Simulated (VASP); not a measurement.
Output of a VASP run:

OSZICAR:
```
       N       E                     dE             d eps       ncg     rms          rms(c)
DAV:   1     0.448809406238E+02    0.44881E+02   -0.57515E+03  1696   0.137E+03
DAV:   2    -0.599708304953E+01   -0.50878E+02   -0.48248E+02  1690   0.204E+02
DAV:   3    -0.726502297303E+01   -0.12679E+01   -0.12570E+01  1992   0.425E+01
DAV:   4    -0.728677969710E+01   -0.21757E-01   -0.21747E-01  1988   0.500E+00
DAV:   5    -0.728743340155E+01   -0.65370E-03   -0.65369E-03  1942   0.874E-01    0.102E+01
DAV:   6    -0.877545998757E+01   -0.14880E+01   -0.44235E+01  1880   0.113E+02    0.135E+01
DAV:   7    -0.624774469052E+01    0.25277E+01   -0.13430E+01  1862   0.694E+01    0.926E-01
DAV:   8    -0.624500011108E+01    0.27446E-02   -0.29289E-01  2006   0.639E+00    0.951E-01
DAV:   9    -0.623378616559E+01    0.11214E-01   -0.49860E-02  1938   0.378E+00    0.131E-01
DAV:  10    -0.623363173480E+01    0.15443E-03   -0.12285E-03  1906   0.525E-01    0.595E-02
DAV:  11    -0.623363171968E+01    0.15120E-07   -0.36799E-05  1996   0.627E-02    0.155E-02
DAV:  12    -0.623362933635E+01    0.23833E-05   -0.22349E-06  1848   0.144E-02    0.330E-03
DAV:  13    -0.623362906663E+01    0.26972E-06   -0.48991E-07  1618   0.847E-03    0.180E-03
DAV:  14    -0.623362913498E+01   -0.68357E-07   -0.26443E-08   862   0.173E-03
   1 F= -.62336291E+01 E0= -.62337129E+01  d E =0.251281E-03
```

File OUTCAR:
```
------------------------ aborting loop because EDIFF is reached ----------------------------------------
  FORCE on cell =-STRESS in cart. coord.  units (eV):
  Direction    XX          YY          ZZ          XY          YZ          ZX
  --------------------------------------------------------------------------------------
  Total       -0.7378650     -0.7378650     -0.7378650     -0.0000000      0.0000000     -0.0000000
  in kB      -47.6130390    -47.6130390    -47.6130390     -0.0000000      0.0000000     -0.0000000
  external PRESSURE =     -47.6130390 kB  Pullay stress =       0.0000000 kB
  volume of cell :       24.83
      direct lattice vectors                 reciprocal lattice vectors
     2.917341029  0.000000000  0.000000000     0.342777889  0.000000000  0.000000000
     0.000000000  2.917341029  0.000000000     0.000000000  0.342777889  0.000000000
     0.000000000  0.000000000  2.917341029     0.000000000  0.000000000  0.342777889
 POSITION                                       TOTAL-FORCE (eV/Angst)
 -----------------------------------------------------------------------------------
      1.45867      1.45867      1.45867         0.000000      0.000000      0.000000
      0.00000      0.00000      0.00000         0.000000      0.000000      0.000000
 -----------------------------------------------------------------------------------
    total drift:                                0.000000      0.000000      0.000000
  FREE ENERGIE OF THE ION-ELECTRON SYSTEM (eV)
  ---------------------------------------------------
  free  energy   TOTEN  =        -6.2336291350 eV

  energy  without entropy=       -6.2338804157  energy(sigma->0) =       -6.23371290
```
(Selected blocks of OUTCAR.)

File POSCAR:
```
NiAl
1
    2.9173410285     0.0000000000     0.0000000000
    0.0000000000     2.9173410285     0.0000000000
    0.0000000000     0.0000000000     2.9173410285
Al Ni
1 1
Direct
  0.5000000000   0.5000000000   0.5000000000
  0.0000000000   0.0000000000   0.0000000000
```

### Question
Write an INCAR and KPOINTS that could have produced this output.

### Answer
This is not unique; one that fits is the input of the run itself, optB88-vdW, plane waves, VASP's PBE PAW potentials (set 64).

### INCAR
```
SYSTEM = NiAl
PREC = Accurate; ENCUT = 520; LREAL = .False.
LASPH = .True.
EDIFF = 1E-7; NELM = 100; ALGO = Normal
LMAXMIX = 4
ISMEAR = 1; SIGMA = 0.1
GGA = BO; LUSE_VDW = .True.; AGGAC = 0.0
PARAM1 = 0.1833333333; PARAM2 = 0.22
ISIF = 2
LWAVE = .False.; LCHARG = .False.
```

KPOINTS:
```
Automatic mesh
0
Gamma
13 13 13
0 0 0
```

POTCAR, in this order: Al Ni (PBE.64 set). Program: vasp_std.

The compound is NiAl in the CsCl type structure. This cell is one point of a volume scan, at 1.03 of the reference volume. The run is not spin-polarised, so no magnetic state was tried. The electron count is odd and the run is not spin-polarised, which forces a metal.
